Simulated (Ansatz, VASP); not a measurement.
# H4SO5 (H4SO5 (Pc)): VASP beside Ansatz, part 2 of 2

Wanted: the spread between two codes on one cell, functional and k mesh. Of the first pair: The structure shown is the start of the Ansatz relaxation below; VASP solves that cell, so the two are compared at the walk's first step.

VASP 6.6.1 and Ansatz 0.2.0.

So far. Step 3 (VASP: single point, PBEsol, start cell, pair 1): The run ends at a pressure of -1.55 GPa, with forces up to 0.41 eV/Å.

## 4. Side by side

Known differences besides the potentials themselves: the cutoff is 420 eV in Ansatz and 520 eV in VASP (PREC = Accurate, projectors in real space); Ansatz makes its cores anew for this functional, VASP keeps those of its PBE data sets. Total energies have different zeros and are not compared.

Forces on 10 of the 40 atoms, those with the largest forces and the largest differences (eV/Å; atoms numbered as in POSCAR):

```
atom          Ansatz x, y, z            VASP x, y, z
  H4   -0.061, 0.039, -0.196   -0.027, 0.110, -0.290
 S17   -0.143, 0.266, -0.102   -0.069, 0.209, -0.100
 S20  -0.143, -0.266, -0.102  -0.069, -0.209, -0.100
 O21    -0.004, 0.120, 0.114    -0.051, 0.030, 0.013
 O22   -0.083, 0.158, -0.017    -0.037, 0.069, 0.095
 O23  -0.083, -0.158, -0.017   -0.037, -0.069, 0.095
 O29   0.233, -0.191, -0.063   0.293, -0.250, -0.134
 O30   -0.226, -0.065, 0.058   -0.282, -0.123, 0.125
 O31    -0.226, 0.065, 0.058    -0.282, 0.123, 0.125
 O32    0.233, 0.191, -0.063    0.293, 0.250, -0.134
```

The forces differ by 58 meV/Å r.m.s., which is 45.5 % of the r.m.s. force of 0.128 eV/Å (both taken over all components).

## 5. Ansatz: relaxation, PBEsol

This run makes the geometry at which the two programs are then compared. The cell compared in this pair holds 404.48 Å³, against 403.03 Å³ for the pair before.

The structure compared here is the end of the Ansatz relaxation.

This is the run of step 2 again, met here at its other cell.

## 6. VASP: single point, PBEsol, relaxed cell, pair 2

The same cell, functional, mesh and smearing now go to VASP, with its own data sets.

Contents of INCAR:

```
SYSTEM = H4SO5
PREC = Accurate
ENCUT = 600
EDIFF = 1E-06
NELM = 120
ISMEAR = -1
SIGMA = 0.01
LREAL = Auto
ALGO = Normal
GGA = PS
NBANDS = 108
LORBIT = 11
LWAVE = .FALSE.
LCHARG = .FALSE.
ISIF = 2
LASPH = .TRUE.
GGA_COMPAT = .FALSE.
EFERMI = MIDGAP
KPAR = 4
```

Contents of POSCAR:

```
H4SO5
1.0
    7.5147240434      0.0000000000     -0.0469134756
    0.0000000000      7.0201866029      0.0000000000
   -2.5310716600      0.0000000000      7.6829898069
H S O
16 4 20
Direct
    0.2247655480      0.8786282327      0.2903850188
    0.2247655480      0.1213717673      0.7903850188
    0.6301385605      0.0603062099      0.6294587402
    0.3867962519      0.5602413437      0.8870210798
    0.3867962519      0.4397586563      0.3870210798
    0.6301385605      0.9396937901      0.1294587402
    0.9243620344      0.5418117212      0.9197412563
    0.9243620344      0.4581882788      0.4197412563
    0.0925898427      0.9581876022      0.0967504265
    0.2726838210      0.0935826632      0.2149041260
    0.7440780749      0.5934447916      0.3016640242
    0.7921649937      0.3785611318      0.2261426676
    0.7921649937      0.6214388682      0.7261426676
    0.7440780749      0.4065552084      0.8016640242
    0.0925898427      0.0418123978      0.5967504265
    0.2726838210      0.9064173368      0.7149041260
    0.7643319871      0.8998536179      0.4750168566
    0.2526086856      0.3998486249      0.0414887212
    0.2526086856      0.6001513751      0.5414887212
    0.7643319871      0.1001463821      0.9750168566
    0.8502883876      0.2497821146      0.1010976548
    0.1666550996      0.7498069268      0.4154317922
    0.1666550996      0.2501930732      0.9154317922
    0.8502883876      0.7502178854      0.6010976548
    0.6832512885      0.8173145569      0.2972340069
    0.3336895497      0.3173413079      0.2192858211
    0.3336895497      0.6826586921      0.7192858211
    0.6832512885      0.1826854431      0.7972340069
    0.5900254460      0.9832064358      0.5145664284
    0.4269182233      0.4831801348      0.0019243847
    0.4269182233      0.5168198652      0.5019243847
    0.5900254460      0.0167935642      0.0145664284
    0.8942164244      0.0569038357      0.4793856346
    0.1227300521      0.5568994114      0.0371104989
    0.1227300521      0.4431005886      0.5371104989
    0.8942164244      0.9430961643      0.9793856346
    0.2284505550      0.9575289062      0.1846087206
    0.7884691740      0.4574210978      0.3319391406
    0.7884691740      0.5425789022      0.8319391406
    0.2284505550      0.0424710938      0.6846087206
```

Contents of KPOINTS:

```
Automatic mesh
0
Gamma
4 4 4
0 0 0
```

The projector-augmented-wave data sets are H, S and O (PBE family, release 64).

Run with:

```console
mpirun -np 4 vasp_std
```

Numbers of over 12 decimals in the logs are rounded to 6 here.

The log of the run:

```text
[banner, memory and clock lines left out]
running    4 mpi-ranks, on    1 nodes
[...]
[... a notice as in an earlier step ...]

 LDA part: xc-table for (Slater+PW92), standard interpolation
 POSCAR, INCAR and KPOINTS ok, starting setup
[...]
entering main loop
       N       E                     dE             d eps       ncg     rms          rms(c)
DAV:   1     0.115554758814E+04    0.11555E+04   -0.90364E+04  6480   0.153E+03
DAV:   2    -0.151167098071E+03   -0.13067E+04   -0.12670E+04  8020   0.340E+02
DAV:   3    -0.243129338054E+03   -0.91962E+02   -0.91363E+02  7928   0.953E+01
DAV:   4    -0.244556958427E+03   -0.14276E+01   -0.14195E+01  8096   0.125E+01
[...]
DAV:  14    -0.223062219788E+03   -0.48337E-04   -0.50596E-05  6888   0.272E-02    0.103E-02
DAV:  15    -0.223062223080E+03   -0.32922E-05   -0.31940E-06  6856   0.905E-03    0.358E-03
DAV:  16    -0.223062223605E+03   -0.52528E-06   -0.96667E-07  4992   0.409E-03
   1 F= -.22306222E+03 E0= -.22306222E+03  d E =0.000000E+00
```

Parts of OUTCAR (step 6):

```text
  Total       -1.6828709     -1.8953908     -1.8241764      0.0000000      0.0000000     -0.1575119
  in kB       -6.6659727     -7.5077794     -7.2256942      0.0000000      0.0000000     -0.6239161
  external PRESSURE =      -7.1331488 kB  Pullay stress =       0.0000000 kB

 POSITION                                       TOTAL-FORCE (eV/Angst)
 -----------------------------------------------------------------------------------
      0.95407      6.16813      2.22048        -0.002483     -0.055504      0.038771
     -0.31147      0.85205      6.06198        -0.002483      0.055504      0.038771
      3.14211      0.42336      4.80656        -0.034428      0.066568      0.081258
      0.66155      3.93300      6.79683         0.034486      0.068658     -0.082179
      1.92709      3.08719      2.95533         0.034486     -0.068658     -0.082179
      4.40765      6.59683      0.96507        -0.034428     -0.066568      0.081258
      4.61839      3.80362      7.02300         0.021046      0.027369      0.061210
      5.88393      3.21657      3.18150         0.021046     -0.027369      0.061210
      0.45090      6.72666      0.73899        -0.022688     -0.026801     -0.060290
      1.50521      0.65697      1.63831         0.051410      0.046623      0.004844
      4.82801      4.16609      2.28277        -0.047963      0.044266     -0.003908
      5.38052      2.65757      1.70029         0.001966     -0.055896     -0.038701
      4.11498      4.36262      5.54178         0.001966      0.055896     -0.038701
      3.56247      2.85409      6.12427        -0.047963     -0.044266     -0.003908
[...]
-----------------------------------------------------------------------------------
    total drift:                                0.005170      0.000000     -0.010525

  FREE ENERGIE OF THE ION-ELECTRON SYSTEM (eV)
  ---------------------------------------------------
  free  energy   TOTEN  =      -223.0622236053 eV

  energy  without entropy=     -223.0622236053  energy(sigma->0) =     -223.06222361

[... 1 part as in an earlier step ...]

[... 2 further parts left out ...]
[key lines of the parts left out:]
E-fermi :   1.5228
```

The run ends at a pressure of -0.71 GPa, with forces up to 0.15 eV/Å.

## 7. Comparison

What differs besides the data sets and the points named for the pairs above, as far as they apply: the cutoff is 420 eV in Ansatz and 600 eV in VASP (PREC = Accurate, projectors in real space); Ansatz's pressure holds a Pulay correction, VASP's none. Total energies have different zeros and are not compared.

The two programs side by side:

```
              quantity  Ansatz   VASP  difference
        pressure (GPa)    0.00  -0.71       +0.71
gap on the k mesh (eV)   5.931  5.910      +0.021
```

Forces on 7 of the 40 atoms, those with the largest forces and the largest differences (eV/Å; atoms numbered as in POSCAR):

```
atom          Ansatz x, y, z            VASP x, y, z
 O21    0.001, -0.001, 0.002  -0.053, -0.099, -0.093
 O22  -0.001, -0.001, -0.002    0.054, -0.100, 0.093
 O23   -0.001, 0.001, -0.002     0.054, 0.100, 0.093
 O24     0.001, 0.001, 0.002   -0.053, 0.099, -0.093
 O33    0.001, -0.001, 0.001   -0.081, -0.115, 0.010
 O35  -0.002, -0.001, -0.002    0.080, 0.113, -0.011
 O36     0.001, 0.001, 0.001    -0.081, 0.115, 0.010
```

The forces differ by 58 meV/Å r.m.s., where the r.m.s. force is 0.002 eV/Å in Ansatz and 0.058 eV/Å in VASP: the atoms lie near their places of rest in Ansatz, so a percentage would say little (all taken over all components). A gap on the mesh is an upper bound, since the band edges may lie between its points.

## 8. What came out

```json
{
 "r.m.s. force difference (single point, PBEsol, start cell, pair 1)": "58 meV/Å",
 "r.m.s. force difference (single point, PBEsol, relaxed cell, pair 2)": "58 meV/Å",
 "difference in pressure (single point, PBEsol, relaxed cell, pair 2)": "0.71 GPa"
}
```

What this shows: The r.m.s. force difference is 58 meV/Å (single point, PBEsol, relaxed cell, pair 2), beyond the 12 meV/Å picked in this series as the mark of a large difference. What causes the difference of the single point, PBEsol, start cell, pair 1 pair stays open here. What causes the difference of the single point, PBEsol, relaxed cell, pair 2 pair stays open here. Such differences can come from data sets, numerical settings and the points named under the comparisons, not from the functional's error against experiment.

[Lines on the potential files, build, host, timing and source positions are cut from VASP's logs without a mark.]

[Logs are printed without paths, hosts, clocks, repeated set-up lines and the standing remarks that a program may print on its own settings, such as how far it seeks lower states.]

[Hosts, paths, dates, database ids (printed as entryN), source tags and the programs' standing remarks are cut or masked in the printed files.]
